Diamond's electron states are computed here at two levels of theory. A density functional, PBE, gives each state a start level. One-shot GW, written $G_0W_0$, turns this into a corrected level, the energy at which an electron is removed or added. Both columns count from the top of the filled states, so row 1 is zero by definition. The wave vector is given in reciprocal cell vectors: the centre Γ is (0, 0, 0), L is (½, 0, 0) and X is (½, ½, 0).

VASP 6.6.1, one-shot $G_0W_0$ starting from PBE, for diamond in its two-atom cell, without spin–orbit coupling. The runs use the C_GW PAW potential, an 8×8×8 k mesh, 144 bands, 60 frequency points, and cutoffs of 420 eV for the plane waves and 200 eV for the response function. These are working settings, not converged in bands, cutoffs and mesh, and the lattice is static. Each column of levels counts from its own highest filled level.

| row | state k a (reciprocal cell vector) | state k b (reciprocal cell vector) | state k c (reciprocal cell vector) | state band | state start level (eV) | state corrected level (eV) | state weight z |
| --- | --- | --- | --- | --- | --- | --- | --- |
| 1 | 0.000 | 0.000 | 0.000 | top filled | 0.000 | 0.000 | 0.826 |
| 2 | 0.000 | 0.000 | 0.000 | first empty | 5.571 | 7.321 | 0.823 |
| 3 | 0.125 | 0.000 | 0.000 | top filled | -0.653 | -0.681 | 0.825 |
| 4 | 0.125 | 0.000 | 0.000 | first empty | 6.432 | 8.219 | 0.820 |
| 5 | 0.250 | 0.000 | 0.000 | top filled | -1.756 | -1.861 | 0.820 |
| 6 | 0.250 | 0.000 | 0.000 | first empty | 7.775 | 9.627 | 0.816 |
| 7 | 0.375 | 0.000 | 0.000 | top filled | -2.539 | -2.712 | 0.817 |
| 8 | 0.375 | 0.000 | 0.000 | first empty | 8.369 | 10.211 | 0.816 |
| 9 | 0.500 | 0.000 | 0.000 | top filled | -2.812 | -3.008 | 0.815 |
| 10 | 0.500 | 0.000 | 0.000 | first empty | 8.442 | 10.264 | 0.818 |
| 11 | 0.125 | 0.125 | 0.000 | top filled | -1.336 | -1.482 | 0.821 |
| 12 | 0.125 | 0.125 | 0.000 | first empty | 5.164 | 6.807 | 0.826 |
| 13 | 0.250 | 0.125 | 0.000 | top filled | -2.041 | -2.205 | 0.818 |
| 14 | 0.250 | 0.125 | 0.000 | first empty | 5.821 | 7.461 | 0.824 |
| 15 | 0.375 | 0.125 | 0.000 | top filled | -3.210 | -3.458 | 0.814 |
| 16 | 0.375 | 0.125 | 0.000 | first empty | 6.987 | 8.642 | 0.822 |
| 17 | 0.500 | 0.125 | 0.000 | top filled | -3.533 | -3.772 | 0.813 |
| 18 | 0.500 | 0.125 | 0.000 | first empty | 7.596 | 9.228 | 0.823 |
| 19 | -0.375 | 0.125 | 0.000 | top filled | -2.911 | -3.116 | 0.815 |
| 20 | -0.375 | 0.125 | 0.000 | first empty | 8.185 | 9.854 | 0.820 |
| 21 | -0.250 | 0.125 | 0.000 | top filled | -1.842 | -1.973 | 0.820 |
| 22 | -0.250 | 0.125 | 0.000 | first empty | 8.106 | 10.002 | 0.813 |
| 23 | -0.125 | 0.125 | 0.000 | top filled | -0.761 | -0.815 | 0.824 |
| 24 | -0.125 | 0.125 | 0.000 | first empty | 6.733 | 8.566 | 0.818 |
| 25 | 0.250 | 0.250 | 0.000 | top filled | -4.124 | -4.382 | 0.811 |
| 26 | 0.250 | 0.250 | 0.000 | first empty | 4.426 | 5.882 | 0.830 |
| 27 | 0.375 | 0.250 | 0.000 | top filled | -4.855 | -5.165 | 0.807 |
| 28 | 0.375 | 0.250 | 0.000 | first empty | 5.155 | 6.609 | 0.830 |
| 29 | 0.500 | 0.250 | 0.000 | top filled | -4.881 | -5.201 | 0.806 |
| 30 | ? | ? | ? | first empty | ? | ? | ? |
| 31 | ? | ? | ? | top filled | ? | ? | ? |
| 32 | ? | ? | ? | first empty | ? | ? | ? |

**(a) Could one fixed upward shift of the empty states replace the GW step?**

*Solution.* GW replaces PBE's exchange-correlation potential $V_{xc}$ by a self-energy $\Sigma$, which has two instructive limits. Without screening it is bare exchange, which lowers filled states far more than empty ones and opens the gap too far. With perfect static screening only a local potential remains, and that distinction is lost. Diamond lies between the limits, so its gap opens by part of the bare-exchange amount, and weaker screening would open it more.

For a single state with orbital $\phi$, the change before the zero is reset is

$$E_\text{corrected}-E_\text{start}=Z\,\langle\phi|\Sigma(E_\text{start})-V_{xc}|\phi\rangle .$$

Here $Z$, the state weight z, is the share of the added or removed electron that behaves as a single particle. One fixed shift would follow if the right-hand side were equal for every empty state.

The table rules this out, since the known empty states rise by anything from 1.45 to 1.90 eV. Start energy alone does not decide the rise either: rows 12 and 28 start 0.01 eV apart, yet their rises differ by 0.19 eV. Nor does $Z$, which varies by only about 2% among these states and so changes a shift of an electronvolt by a few hundredths. That leaves the orbital average, which depends on the shape of the orbital as well as on its energy.

**(b) Given their wave vectors and start levels, how far do the states of rows 30, 31 and 32 move?**

Row 30 is the first empty state at (0.500, 0.250, 0.000) and starts at 6.060 eV. Rows 31 and 32 are the top filled and first empty states at (−0.375, 0.250, 0.000) and start at −4.211 and 6.829 eV.

*Solution.* The wave vectors are points of the mesh and the start levels come from PBE, so only the move is forecast. For filled states the fixed zero is one end of the rule, and deeper states broadly move further down. Unscreened exchange widens the filled bands, and in diamond part of that widening survives the screening. A straight line through zero, fitted to the known filled states, makes the move 0.068 times the start level.

Empty states need a label for orbital character. Symmetry lets s character mix into the p-like antibonding band on the way from Γ to X, so the distance $d$ to the nearest X point is tried as a rough stand-in for that character, with Γ–X as its unit. A fit to the known empty states gives, in eV,

$$\text{rise}=0.986+0.0474\,E_\text{start}+0.550\,d .$$

The distance term was chosen after looking at these same rows, and the coefficients partly trade against each other. They are a recipe for forecasting and not separate physical effects.

The band edge tests the recipe outside the fitted rows. Diamond's lowest empty state lies about three quarters of the way from Γ to X, so $d=0.25$, and on this mesh it starts at 4.113 eV. The rule gives $0.986+0.0474\times4.113+0.550\times0.25=1.32$ eV. The same run opens its gap by 1.32 eV, a value known beforehand and matched more closely than the scatter of the rule deserves. Both gaps are read on the mesh, which can miss the exact band edge.

A fixed shift taken from Γ would therefore spoil the gap. That shift is 1.75 eV, and applying it to the band edge would make the corrected gap $1.75-1.32=0.43$ eV too wide.

For the withheld empty states, the distance to the nearest X point is $d=0.433$ in row 30 and $d=0.545$ in row 32. The rule then gives $0.986+0.0474\times6.060+0.550\times0.433=1.51$ eV for row 30 and $0.986+0.0474\times6.829+0.550\times0.545=1.61$ eV for row 32. For row 31 the line through zero gives $0.068\times(-4.211)=-0.29$ eV.

With error bars of twice the scatter of the fitted rows, the forecasts are:

- Row 30 lies closer to X than most known rows and should rise by less than the average known empty state: $1.51\pm0.13$ eV.
- Row 31 is filled and should move down by a few tenths of an eV: $-0.29\pm0.04$ eV.
- Row 32 should rise by less than the empty state at Γ and, as a weak leaning, by more than row 30: $1.61\pm0.13$ eV.

**(c) Which forecasts hold, and what does the worst miss teach?**

The withheld rows as computed:

| row | state k a (reciprocal cell vector) | state k b (reciprocal cell vector) | state k c (reciprocal cell vector) | state band | state start level (eV) | state corrected level (eV) | state weight z |
| --- | --- | --- | --- | --- | --- | --- | --- |
| 30 | 0.500 | 0.250 | 0.000 | first empty | 6.060 | 7.491 | 0.830 |
| 31 | -0.375 | 0.250 | 0.000 | top filled | -4.211 | -4.495 | 0.810 |
| 32 | -0.375 | 0.250 | 0.000 | first empty | 6.829 | 8.294 | 0.829 |

*Solution.* Row 31 moves by −0.28 eV, as forecast. Row 30 rises by 1.43 eV, which is 0.08 eV less than forecast but inside the error bar. Row 32 rises by 1.47 eV, and its miss of 0.14 eV falls just outside.

The qualitative forecasts hold as well, but the order of rows 30 and 32 carries no weight. Their rises differ by only 0.03 eV, and the run is not converged in bands, cutoffs and mesh to that level. Distance from X did help: the same fit without it misses the two empty states by 0.23 and 0.25 eV.

Both empty states rise less than forecast, and the energy term is one clear reason. Rows 26, 28, 30 and 32 share the second wave-vector component 0.25, so they lie on one line parallel to Γ–L. Along it the start level climbs from 4.43 to 6.83 eV, while the rise stays within about 0.03 eV. The rule nevertheless adds $0.0474\times(6.83-4.43)=0.11$ eV between the two ends.

The neighbouring line, with second component 0.125, behaves in the same way at first. The empty states of rows 12 to 20 all rise by about 1.65 eV, although their start levels differ by up to 3 eV. In rows 22 and 24 the rise then jumps to 1.90 and 1.83 eV, with no matching jump in start level. Row 22 is also the worst fitted of the known rows, rising 0.12 eV more than the rule gives. A likely reading, untested here because the orbitals were not analysed, is that a different band has become the lowest empty one.

On these two lines, then, the correction of a neighbouring state is a better guide than that of a state at the same energy, as long as no such jump lies between the neighbours. The fitted rule blurs this, because it spreads the differences between lines of the mesh over smooth slopes in energy and distance. The printed output below gives both fits and their misses.

The analysis program printed:

```
fit of shift on 29 rows: coefficient of fs 0.06783 +/- 0.0042, coefficient of em 0.9858 +/- 0.076, coefficient of es 0.04737 +/- 0.01, coefficient of ex 0.5496 +/- 0.091; rms 0.0434, worst 22 -0.12, leave-one-out rms 0.0528
  rows outside the fit (model, value, miss): 30 1.511, 1.431, 0.0798; 31 -0.2856, -0.284, -0.00163; 32 1.609, 1.465, 0.144
fit of shift on 29 rows: coefficient of fs 0.06783 +/- 0.0065, coefficient of em 1.213 +/- 0.1, coefficient of es 0.07327 +/- 0.015; rms 0.0682, worst 20 0.144, leave-one-out rms 0.0789
  rows outside the fit (model, value, miss): 30 1.657, 1.431, 0.226; 31 -0.2856, -0.284, -0.00163; 32 1.714, 1.465, 0.249
Rise of the first empty state at Gamma (eV): 1.75
Smallest rise among known empty states (eV): 1.454
Largest rise among known empty states (eV): 1.896
Average rise of known empty states (eV): 1.709
Largest downward move among known filled states (eV): -0.32
Start level of row 12 less that of row 28 (eV): 0.009
Rise of row 12 less that of row 28 (eV): 0.189
Spread of the rise over known empty states (percent of its mean): 25.86
Spread of the weight Z over known empty states (percent of its mean): 2.07
Error bar for empty states, full model, twice the scatter (eV): 0.1326
Error bar for empty states, model without distance (eV): 0.2071
Error bar for filled states, twice the scatter (eV): 0.04367
Withheld rows, distance to nearest X (Gamma-X length is 1): 0.433, 0.5449, 0.5449
Withheld rows, corrected level forecast by the full model (eV): 7.571, -4.497, 8.438
Opening of the mesh gap in the run (eV): 1.319
Opening of the mesh gap from the full model, edge at 0.25 from X (eV): 1.318
```
